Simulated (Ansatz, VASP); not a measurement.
# K2Si2O5 in two plane-wave programs

One calculation is typed for both programs; each brings its own data sets. How far apart do they land? The structure shown is frame 33 of Ansatz's trajectory.

Method: plane waves, with VASP 6.6.1 beside it; single point at PBE, in Ansatz 0.2.0.

### 1. The starting structure

The cell holds 126 atoms: 28 K, 70 O and 28 Si. Cell: a = 13.179 Å, b = 13.179 Å, c = 13.179 Å, α = 90.0°, β = 90.0°, γ = 90.0°. As first built, before any earlier steps moved the atoms (in the runner's words): 126 atoms (28 K, 70 O, 28 Si) placed at random at 2.18 g/cm^3, melted at 4500 K for 20 ps at fixed volume with the Morse and Coulomb pair potential with partial charges (Pedone, Malavasi, Menziani, Cormack and Segre, J. Phys. Chem. B 110, 11780 (2006)). Snapshot at the end of a hold of 20 ps at 1350 K and fixed volume.

### 2. Ansatz: dynamics, PBE

Ansatz runs on its default PAW (the set named soft_2) files.

One frame of this run of dynamics is then solved in both programs, so the motion causes no difference.

input.yaml

```yaml
crystal:
  lattice:
    - [13.1792, 0.0, 0.0]
    - [0.0, 13.1792, 0.0]
    - [0.0, 0.0, 13.1792]
  atoms:
    - { symbol: K, position: [0.22245, 0.0773, 0.14434] }
    - { symbol: K, position: [0.1162, 0.80903, 0.76725] }
    - { symbol: K, position: [0.44556, 0.95898, 0.824] }
    - { symbol: K, position: [0.56292, 0.64712, 0.95411] }
    - { symbol: K, position: [0.76667, 0.37331, 0.99923] }
    - { symbol: K, position: [0.40778, 0.07872, 0.05532] }
    - { symbol: K, position: [0.14336, 0.52392, 0.97777] }
    - { symbol: K, position: [0.03842, 0.31289, 0.20203] }
    - { symbol: K, position: [0.53719, 0.12965, 0.2629] }
    - { symbol: K, position: [0.01143, 0.05435, 0.3484] }
    - { symbol: K, position: [0.98981, 0.19736, 0.97247] }
    - { symbol: K, position: [0.72059, 0.98797, 0.50918] }
    - { symbol: K, position: [0.83153, 0.34912, 0.21158] }
    - { symbol: K, position: [0.59763, 0.62602, 0.73644] }
    - { symbol: K, position: [0.64352, 0.03487, 0.7827] }
    - { symbol: K, position: [0.76997, 0.86902, 0.94768] }
    - { symbol: K, position: [0.49869, 0.26502, 0.98136] }
    - { symbol: K, position: [0.33405, 0.3564, 0.94368] }
    - { symbol: K, position: [0.79663, 0.31847, 0.50181] }
    - { symbol: K, position: [0.17162, 0.99216, 0.76109] }
    - { symbol: K, position: [0.33424, 0.72786, 0.99158] }
    - { symbol: K, position: [0.25813, 0.88618, 0.50111] }
    - { symbol: K, position: [0.81855, 0.71337, 0.31419] }
    - { symbol: K, position: [0.90911, 0.16991, 0.57888] }
    - { symbol: K, position: [0.2096, 0.09473, 0.51615] }
    - { symbol: K, position: [0.60094, 0.53818, 0.29182] }
    - { symbol: K, position: [0.62778, 0.95153, 0.17662] }
    - { symbol: K, position: [0.69313, 0.68358, 0.49565] }
    - { symbol: O, position: [0.24445, 0.23099, 0.77803] }
    - { symbol: O, position: [0.61841, 0.51897, 0.4868] }
[... 90 atom lines left out ...]
    - { symbol: Si, position: [0.44412, 0.08834, 0.5719] }
    - { symbol: Si, position: [0.14891, 0.8237, 0.2892] }
    - { symbol: Si, position: [0.67861, 0.11878, 0.02293] }
    - { symbol: Si, position: [0.30205, 0.52027, 0.21872] }
    - { symbol: Si, position: [0.00455, 0.91463, 0.11602] }
    - { symbol: Si, position: [0.00529, 0.87888, 0.49024] }
kpoints:
  mp_grid: { grid: [1, 1, 1] }
hamiltonian:
  xc: pbe
scf:
  occupations: { method: fermi_dirac, width: 0.116 }
output:
  forces: true
md:
  timestep: 1.0
  n_steps: 100
  ensemble: nvt_langevin
  temperature: 400
  initial_velocities: maxwell_boltzmann
  seed: 7870
```

The run is started by

```console
ansatz run input.yaml --threads 4 --pin off --max-ram 8192MiB --backend cpu --events-out ev --progress --plain --runs-dir out
```

Numbers of over 12 decimals in the logs are rounded to 6 here.

Log:

```text
Warning: md: disabling space-group detection — thermal motion breaks the input geometry's symmetry, so no spatial operation reduces the k-mesh or symmetrises the density; time reversal is kept, so that k and −k are solved as one point where they differ and the mesh holds both, and exact exchange and, on two spinor components, a DFT+U term hold to it where the run has them: on two components no moment then forms, and  [...]
band count auto-derived: 522 (N_el = 784.0; filled up to band 392; 518 by the electrons, moments and atoms)
Engine: ansatz 0.2.0, aarch64-unknown-linux-gnu
Pseudopotentials: kind: paw
Pseudopotential: K, paw, valence charge 9, recommended cutoff 420 eV (normal), K.paw.azcp
Pseudopotential: O, paw, valence charge 6, recommended cutoff 420 eV (normal), O.paw.azcp
Pseudopotential: Si, paw, valence charge 4, recommended cutoff 420 eV (normal), Si.paw.azcp
Functional definition: PBE
  parameter kappa = 0.804
  parameter beta = 0.066725
  exchange = pbe_x(kappa = kappa, mu = beta*pi^2/3)
  correlation = pbe_c(beta = beta)
Crystal: 126 atoms, lattice volume = 2289.113 Å³
Basis set: ecut = 420 eV, 44713 PW (Γ), exchange–correlation on 180×180×180 points (8 copies of the dense FFT grid, shifted against one another)
Bands: 522, of which v1, the nominal top of the filled ones, is band 392 counted from 1 (391 counted from 0)
Symmetry: 1 space group operations
k-points: 1
Non-local potential: K, projectors of the file, l = 0: 3, l = 1: 2, l = 2: 2
Non-local potential: O, projectors of the file, l = 0: 2, l = 1: 2, l = 2: 1
Non-local potential: Si, projectors of the file, l = 0: 2, l = 1: 2, l = 2: 2
PAW form: soft (Blöchl's): semilocal exchange-correlation on the pseudo side does not see the compensation charge
PAW one-centre angular grid: K, 110 points (default); XC on 64 Gauss nodes
PAW one-centre angular grid: O, 110 points (default); XC on 64 Gauss nodes
PAW one-centre angular grid: Si, 110 points (default); XC on 64 Gauss nodes
Initial density: superposition of atomic densities (neutral atoms: chi_scale 0, normalization atom), corrected by the library's trained network
Initial wavefunctions: pseudopotential atomic-orbital guess
Functional: x = pbe(κ = 0.804, μ = 0.219515), c = pbe(β = 0.066725)
SCF iter   1: F=—  HF=-100677.602765 eV  |F-HF|=—  |Δ(HF+E_count)|=         —  Δρ=2.88e-3  dr2=4.81e-1  ethr=1.77e-3  ⟨swp⟩=7.0  Hψ=2412  notcnv=0  defer=87
preconditioner: auto → Resta (q_TF=auto, 2.282 Å⁻¹)  ε∞=3.0  [insulator: Δε(μ)=1.533 eV  Ē_g=14.975 eV  σ=0.116 eV  W_gap=1.00  n_scr=460 (ndim 8)  ℏωp=20.9 eV  f_vac=0.221  D(μ)=0.07/eV (n_scr^D=0)  ε∞_Penn≈3.0]
SCF iter   2: F=—  HF=-100677.530395 eV  |F-HF|=—  |Δ(HF+E_count)|=   7.24e-2  Δρ=1.93e-3  dr2=1.20e-1  ethr=6.13e-5  ⟨swp⟩=2.0  Hψ=897  notcnv=0  defer=87
SCF iter   3: F=—  HF=-100677.515385 eV  |F-HF|=—  |Δ(HF+E_count)|=   1.50e-2  Δρ=8.88e-4  dr2=4.90e-2  ethr=1.53e-5  ⟨swp⟩=2.0  Hψ=709  notcnv=0  defer=87
SCF iter   4: F=—  HF=-100677.511192 eV  |F-HF|=—  |Δ(HF+E_count)|=   4.19e-3  Δρ=6.40e-4  dr2=1.25e-2  ethr=6.25e-6  ⟨swp⟩=3.0  Hψ=720  notcnv=0  defer=87
SCF iter   5: F=—  HF=-100677.510034 eV  |F-HF|=—  |Δ(HF+E_count)|=   1.16e-3  Δρ=2.63e-4  dr2=1.97e-3  ethr=1.60e-6  ⟨swp⟩=3.0  Hψ=922  notcnv=0  defer=100
SCF iter   6: F=—  HF=-100677.510261 eV  |F-HF|=—  |Δ(HF+E_count)|=   2.27e-4  Δρ=1.20e-4  dr2=4.07e-4  ethr=2.51e-7  ⟨swp⟩=2.0  Hψ=724  notcnv=0  defer=100
SCF iter   7: F=—  HF=-100677.510291 eV  |F-HF|=—  |Δ(HF+E_count)|=   3.00e-5  Δρ=4.29e-5  dr2=6.80e-5  ethr=5.19e-8  ⟨swp⟩=2.0  Hψ=776  notcnv=0  defer=100
SCF iter   8: F=—  HF=-100677.510923 eV  |F-HF|=—  |Δ(HF+E_count)|=   6.32e-4  Δρ=1.96e-5  dr2=1.05e-5  ethr=8.67e-9  ⟨swp⟩=2.0  Hψ=797  notcnv=0  defer=100
SCF iter   9: F=—  HF=-100677.510928 eV  |F-HF|=—  |Δ(HF+E_count)|=   5.47e-6  Δρ=1.13e-5  dr2=2.92e-6  ethr=1.33e-9  ⟨swp⟩=3.0  Hψ=747  notcnv=0  defer=100
SCF iter  10: F=—  HF=-100677.510929 eV  |F-HF|=—  |Δ(HF+E_count)|=   5.27e-7  Δρ=3.57e-6  dr2=3.63e-7  ethr=3.73e-10  ⟨swp⟩=3.0  Hψ=744  notcnv=0  defer=100
SCF iter  11: F=—  HF=-100677.510929 eV  |F-HF|=—  |Δ(HF+E_count)|=   2.72e-7  Δρ=2.24e-6  dr2=1.10e-7  ethr=1.28e-11  ⟨swp⟩=5.0  Hψ=1605  notcnv=0
SCF iter  12: F=-100677.510929 eV  HF=-100677.510929 eV  |F-HF|=2.91e-10  |Δ(HF+E_count)|=   2.28e-8  Δρ=1.11e-6  dr2=2.70e-8  ethr=1.28e-11  ⟨swp⟩=4.0  Hψ=1486  notcnv=0
SCF 1 converged in 12 iterations: F = -100677.510929 eV  dr2 = 2.70e-8
[...]
SCF iter   3: F=—  HF=-100699.123735 eV  |F-HF|=—  |Δ(HF+E_count)|=   2.80e-3  Δρ=4.20e-4  dr2=3.29e-3  ethr=1.57e-6  ⟨swp⟩=2.0  Hψ=840  notcnv=0
SCF iter   4: F=—  HF=-100699.123034 eV  |F-HF|=—  |Δ(HF+E_count)|=   7.01e-4  Δρ=1.01e-4  dr2=2.70e-4  ethr=4.20e-7  ⟨swp⟩=2.0  Hψ=840  notcnv=0
SCF iter   5: F=—  HF=-100699.123021 eV  |F-HF|=—  |Δ(HF+E_count)|=   1.32e-5  Δρ=6.58e-5  dr2=9.32e-5  ethr=3.45e-8  ⟨swp⟩=2.0  Hψ=885  notcnv=0
SCF iter   6: F=—  HF=-100699.123898 eV  |F-HF|=—  |Δ(HF+E_count)|=   8.78e-4  Δρ=1.80e-5  dr2=7.66e-6  ethr=1.19e-8  ⟨swp⟩=2.0  Hψ=891  notcnv=0
SCF iter   7: F=—  HF=-100699.123901 eV  |F-HF|=—  |Δ(HF+E_count)|=   2.61e-6  Δρ=1.11e-5  dr2=2.54e-6  ethr=9.77e-10  ⟨swp⟩=2.0  Hψ=841  notcnv=0
SCF iter   8: F=—  HF=-100699.123901 eV  |F-HF|=—  |Δ(HF+E_count)|=   7.98e-8  Δρ=2.74e-6  dr2=1.87e-7  ethr=3.24e-10  ⟨swp⟩=2.0  Hψ=885  notcnv=0
SCF iter   9: F=-100699.123901 eV  HF=-100699.123901 eV  |F-HF|=2.39e-9  |Δ(HF+E_count)|=   1.04e-7  Δρ=1.30e-6  dr2=3.85e-8  ethr=1.28e-11  ⟨swp⟩=4.0  Hψ=1449  notcnv=0
SCF 101 converged in 9 iterations: F = -100699.123901 eV  dr2 = 3.85e-8
md step   100: t =   100.00 fs  T =   782.0 K  F+E_penalty+E_count = -100699.12390111 eV  E_kin = 12.735940 eV  (9 SCF iters)
SCF converged after 9 iterations
Free energy (F): -100699.123901 eV
Harris-Foulkes:  -100699.123901 eV  (|F-HF|=2.39e-9)
Internal energy: -100699.120620 eV  (E = F + TS)
E sigma→0 (E₀):  -100699.122261 eV
Entropy (-TS):   -0.003281 eV (-0.026 meV/atom)
Fermi energy:    4.868085 eV
--- Per-component energies (eV) ---
  E_band       = -5205.172489
  E_kinetic    = 20784.270998
  E_local      = -58542.499674  (includes V_loc(G=0)·N_el)
  E_nonlocal   = 4376.899196
  E_hartree    = 22098.892857
  E_xc         = -10560.761445
  E_vxc        = -12603.828022  (∫ρ·V_xc dr)
  E_paw        = -47348.753548  (= ΣΔE_a)
  E_vpaw       = -3417.971328  (= ΣTr[D̂ρ^β])
  E_aug_tail   = 0.174874  (compensation charges beyond the density's cutoff)
  E_ewald      = -31507.343879
  E_smearing   = -0.003281  (= −TS)
  E_closure    = -0.000000  (closes the sum)
  Σ components = -100699.123901   (vs F -100699.123901, Δ=0.00e0)
--- Forces (eV/Å), atoms counted from 1 ---
  atom   1  K      0.84508332     0.47443410     0.16907623
  atom   2  K      0.15225300     0.14892401    -0.53922449
  atom   3  K      0.42047438    -0.48376829     0.23645336
  atom   4  K     -0.46250328    -0.04324043    -0.39319581
  atom   5  K     -0.15411038    -0.01330205    -0.76583140
  atom   6  K     -0.27183175     0.39536496     0.48855728
  atom   7  K     -0.51093388    -0.36381732     0.04099434
  atom   8  K     -0.45725787     0.07522590    -0.44602810
  atom   9  K     -0.19587756    -0.45489782    -0.57712828
  atom  10  K     -0.08760148    -0.23644213     0.62718374
  atom  11  K     -0.35845500     0.37449369    -0.38123549
  atom  12  K      0.42864223    -0.22400070    -0.13085215
  atom  13  K      0.70790305    -0.24641114     0.07122700
  atom  14  K     -0.57784362     0.43584467     0.05184185
  atom  15  K      0.45312734     0.71667313     0.70325334
  atom  16  K     -0.20438604    -0.01607523    -0.38034581
  atom  17  K     -0.15893180    -0.26485099     0.20838305
  atom  18  K      0.32312806    -0.22044684    -0.14324773
  atom  19  K      0.62540986    -0.42253793     0.98125948
  atom  20  K     -0.47773487     0.33427491     0.04602929
  atom  21  K     -0.45556183    -0.06747376    -0.30910561
  atom  22  K     -0.11858640     0.40163881    -0.35668066
  atom  23  K      0.05425413     0.20784828     0.18542256
  atom  24  K     -0.04156777     0.03193953    -0.23511172
[...]
atom 119  Si    -2.96957562     4.26177747     4.22972078
  atom 120  Si     0.15682604     1.53245298    -1.86814524
  atom 121  Si    -3.80825415    -2.09936866    -0.62294740
  atom 122  Si     1.44768778     1.26552255    -1.49147751
  atom 123  Si    -1.16688358     2.11045980    -1.88457094
  atom 124  Si    -1.23812859    -0.62889047     1.94033633
  atom 125  Si     1.32004470     0.81768288    -1.45422165
  atom 126  Si    -1.44012606     1.17463379    -1.18688894
  max |Σ_I F_I| component: 6.01e-5 eV/Å
--- MD trajectory: 100 steps, t = 0.0 → 100.0 fs ---
  final state: T = 782.0 K   F+E_penalty+E_count = -100699.12390111 eV   E_kin = 12.735940 eV
```

### 3. VASP: single point, PBE

The same cell, functional, mesh and smearing now go to VASP, with its own data sets.

Lines of VASP's logs that name or quote its potential files are left out, and so is its time.

INCAR

```
SYSTEM = K2Si2O5
PREC = Accurate
ENCUT = 520
EDIFF = 1E-06
NELM = 120
ISMEAR = -1
SIGMA = 0.116
LREAL = Auto
ALGO = Normal
GGA = PE
NBANDS = 480
LORBIT = 11
LWAVE = .FALSE.
LCHARG = .FALSE.
ISIF = 2
LASPH = .TRUE.
GGA_COMPAT = .FALSE.
EFERMI = MIDGAP
NCORE = 4
```

POSCAR

```
K2Si2O5
1.0
   13.1792000000      0.0000000000      0.0000000000
    0.0000000000     13.1792000000      0.0000000000
    0.0000000000      0.0000000000     13.1792000000
K O Si
28 70 28
Direct
    0.2235264659      0.0872055967      0.1508209907
    0.0976007648      0.7919372951      0.7685747238
    0.4273097001      0.9574025738      0.8302097244
    0.5631297803      0.6485598519      0.9628733155
    0.7567834163      0.3848488527      0.9950603982
    0.4164972077      0.0742230181      0.0459360204
    0.1470119582      0.5270046740      0.9784205415
    0.0495098337      0.3201332403      0.2257496661
    0.5298045405      0.1369810004      0.2707523977
    0.9998785966      0.0500257982      0.3389735341
    0.0020259196      0.1886078062      0.9723276071
    0.7134348064      0.9903711910      0.5097350370
    0.8144803933      0.3417809882      0.2119172636
    0.6016905427      0.6237404395      0.7376168508
    0.6351144227      0.0374226053      0.7781276557
    0.7656610416      0.8695899599      0.9457554328
    0.5066240743      0.2651450771      0.9713563797
    0.3206871434      0.3609020274      0.9492609567
    0.7903135243      0.3292157339      0.4983155275
    0.1763157096      0.0088928008      0.7577774068
    0.3290943305      0.7360613694      0.0117457812
    0.2562295132      0.8808577152      0.5062219255
    0.8224702562      0.7094967828      0.3111797378
    0.9216492655      0.1629537453      0.5924335316
    0.2055056453      0.0981319048      0.5117609567
    0.6035495326      0.5300473473      0.2808668204
    0.6323904334      0.9486008255      0.1799957509
    0.6984035450      0.6908385941      0.5070793371
    0.2519803933      0.2500379386      0.7849110720
    0.6374135001      0.4915928129      0.4914789972
[... 90 atom lines left out ...]
    0.4549896807      0.0935868641      0.5645866213
    0.1273749545      0.8146397353      0.2969527741
    0.6739862814      0.1027679981      0.0198798106
    0.3148370159      0.5311399781      0.2109384485
    0.0120872284      0.9258528591      0.1062735219
    0.0078229331      0.8722987738      0.5117988952
```

KPOINTS

```
Automatic mesh
0
Gamma
1 1 1
0 0 0
```

The projector-augmented-wave data sets are K_sv, O and Si (PBE family, release 64).

The run is started by

```console
mpirun -np 16 vasp_gam
```

Log:

```text
[banner, memory and clock lines left out]
running   16 mpi-ranks, on    1 nodes
[...]
LDA part: xc-table for (Slater+PW92), standard interpolation
 POSCAR, INCAR and KPOINTS ok, starting setup
[...]
entering main loop
       N       E                     dE             d eps       ncg     rms          rms(c)
DAV:   1     0.842849334578E+04    0.84285E+04   -0.44226E+05   960   0.159E+03
DAV:   2    -0.717504170510E+02   -0.85002E+04   -0.82000E+04  1184   0.442E+02
DAV:   3    -0.919063328705E+03   -0.84731E+03   -0.84194E+03  1192   0.140E+02
DAV:   4    -0.949693706611E+03   -0.30630E+02   -0.30491E+02  1184   0.282E+01
[...]
DAV:  19    -0.813050786350E+03    0.53588E-05   -0.20296E-05  1080   0.109E-02    0.161E-02
DAV:  20    -0.813050786058E+03    0.29257E-06   -0.25634E-05  1160   0.105E-02    0.565E-03
DAV:  21    -0.813050786549E+03   -0.49109E-06   -0.70349E-06  1096   0.443E-03
   1 F= -.81305079E+03 E0= -.81304776E+03  d E =-.605898E-02
```

OUTCAR, selected parts (step 3):

```text
  Total      -44.1174552    -38.5515743    -40.3785150     -4.7742296      4.3249437      8.9861214
  in kB      -30.8783361    -26.9827093    -28.2614070     -3.3415406      3.0270800      6.2894941
  external PRESSURE =     -28.7074841 kB  Pullay stress =       0.0000000 kB

 POSITION                                       TOTAL-FORCE (eV/Angst)
 -----------------------------------------------------------------------------------
[...]
1.15900      8.50860      8.00270         1.649105     -0.003089     -1.374545
      3.64520      4.36070      6.22840        -1.134230      0.151321      0.447041
      3.51290      8.57310      9.23420         0.646642      0.505896     -0.663151
      4.50280      3.13420      1.54330         0.554531      0.411033     -0.925846
     12.51850      6.61650     10.74450        -0.887050     -2.223583     -0.968932
      5.68910      7.31880      6.68880         1.803644     -1.769628      0.696629
      0.90030      5.05950      6.21900         0.489777      0.393219     -0.029966
      5.24170      1.91470     11.50470        -0.195771     -0.262465     -1.359059
     12.34110      9.97080      6.71230         1.176511      0.346322      0.357167
     10.12730      2.09420      9.57310         1.662507     -5.010584     -5.219927
      1.09870      9.22160     12.81200         5.289978     -0.716289      0.244183
     11.86810      8.30470      8.79850         0.424886      0.256670     -1.614452
      6.69200      5.93400     11.25100        -0.005503      0.348411      1.221222
[...]
-----------------------------------------------------------------------------------
    total drift:                                0.063459      0.000805      0.051518

  FREE ENERGIE OF THE ION-ELECTRON SYSTEM (eV)
  ---------------------------------------------------
  free  energy   TOTEN  =      -813.0507865490 eV

  energy  without entropy=     -813.0447275732  energy(sigma->0) =     -813.04775706

[... 3 further parts left out ...]
[key lines of the parts left out:]
E-fermi :   2.4543
```

The run ends at a pressure of -2.87 GPa, with forces up to 9.4 eV/Å.

### 4. Differences

Known differences besides the potentials themselves: the cutoff is 420 eV in Ansatz and 520 eV in VASP (PREC = Accurate, projectors in real space). Total energies have different zeros and are not compared.

Forces on 10 of the 126 atoms, those with the largest forces and the largest differences (eV/Å; atoms numbered as in POSCAR):

| atom | Ansatz x, y, z | VASP x, y, z |
| --- | --- | --- |
| O44 | -1.008, 0.424, 1.369 | -1.096, 0.480, 1.356 |
| O52 | 0.046, 0.481, 0.391 | 0.154, 0.505, 0.406 |
| O67 | -0.736, -2.542, 0.022 | -0.804, -2.623, 0.018 |
| O75 | 4.348, 1.914, -2.786 | 4.407, 1.942, -2.815 |
| O87 | 1.644, -5.004, -5.204 | 1.663, -5.011, -5.220 |
| Si109 | -8.438, 1.562, 1.480 | -8.477, 1.597, 1.503 |
| Si111 | -3.665, -6.076, -1.226 | -3.675, -6.135, -1.280 |
| Si116 | -3.787, 4.854, 0.998 | -3.851, 4.914, 1.035 |
| Si119 | -3.585, 5.326, 6.908 | -3.610, 5.319, 6.914 |
| Si124 | -5.824, -1.539, 3.482 | -5.871, -1.517, 3.507 |

The forces differ by 31 meV/Å r.m.s., which is 1.9 % of the r.m.s. force of 1.640 eV/Å (both taken over all components).

### 5. Summary of results

| Quantity | Value |
| --- | --- |
| r.m.s. force difference (single point, PBE) | 1.9 % of the r.m.s. force |

In words: The r.m.s. force difference is 1.9 % of the r.m.s. force (single point, PBE), within the 3 % picked in this series as the mark of a large difference. 2 further runs of this series are not shown here. Such differences can come from data sets, numerical settings and the points named under the comparisons, not from the functional's error against experiment.

[Lines on the potential files, build, host, timing and source positions are cut from VASP's logs without a mark.]

[Logs are printed without paths, hosts, clocks, repeated set-up lines and the standing remarks that a program may print on its own settings, such as how far it seeks lower states.]

[Hosts, paths, dates, database ids (printed as entryN), source tags and the programs' standing remarks are cut or masked in the printed files.]
